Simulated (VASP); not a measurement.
An input for Ansatz (written as the equivalent of a VASP run, and not itself run):

Ansatz 0.2 input:
```yaml
crystal:
  lattice:
    - [0.0000000, 2.6118000, 2.6118000]
    - [2.6118000, 0.0000000, 2.6118000]
    - [2.6118000, 2.6118000, 0.0000000]
  atoms:
    - { symbol: Mn, position: [0.0000000, 0.0000000, 0.0000000], spin: 4 }
    - { symbol: S, position: [0.5000000, 0.5000000, 0.5000000] }
kpoints:
  mp_grid: { grid: [8, 8, 8] }
hamiltonian:
  xc: r2scan
  pseudopotentials: { kind: paw }
magnetization: { spin_polarized: true }
scf:
  occupations: { method: gaussian, width: 0.05 }
  max_iter: 100
relax:
  max_steps: 60
  f_tol: 0.01
  cell: {}
output: { forces: true, stress: true, eigenvalues: true }
```

**Question.** Translate this input to VASP (INCAR, KPOINTS, POSCAR, choice of POTCAR).

**Answer.** One answer among several that fit: 
### INCAR
```
! general
SYSTEM  = MnS
PREC    = Accurate
ENCUT   = 400
LREAL   = .FALSE.
LASPH   = .TRUE.

! electronic loop
EDIFF   = 1E-6
NELM    = 100
ALGO    = Normal
LMAXMIX = 4
LMIXTAU = .TRUE.

! smearing
ISMEAR  = 0
SIGMA   = 0.05

! functional
METAGGA = R2SCAN

! spin
ISPIN   = 2
MAGMOM  = 4.0 0.0

! ions
IBRION  = 2
NSW     = 60
ISIF    = 3
EDIFFG  = -0.01

! output
LWAVE   = .FALSE.
LCHARG  = .FALSE.
LORBIT  = 10
```

**POSCAR**
```
MnS
1
    0.0000000000     2.6118000000     2.6118000000
    2.6118000000     0.0000000000     2.6118000000
    2.6118000000     2.6118000000     0.0000000000
Mn S
1 1
Direct
  0.0000000000   0.0000000000   0.0000000000
  0.5000000000   0.5000000000   0.5000000000
```

**KPOINTS**
```
K-points
0
gamma
  8 8 8
```

POTCAR, in this order: Mn_pv S (PBE.64 set). Program: vasp_std.

What does not carry over: each code has its own PAW files, so the cut-off isn't converted (ENCUT is set for VASP's; basis.ecutwfc is left out, and Ansatz then takes the one that its files recommend); Ansatz stops its SCF on the density residual and VASP on the energy change (EDIFF).

The structure comes from a measured MnS entry (Fm-3m) of the Crystallography Open Database, whose conditions weren't checked. This run relaxes it. Symmetry was kept, so distortions that lower it aren't found.
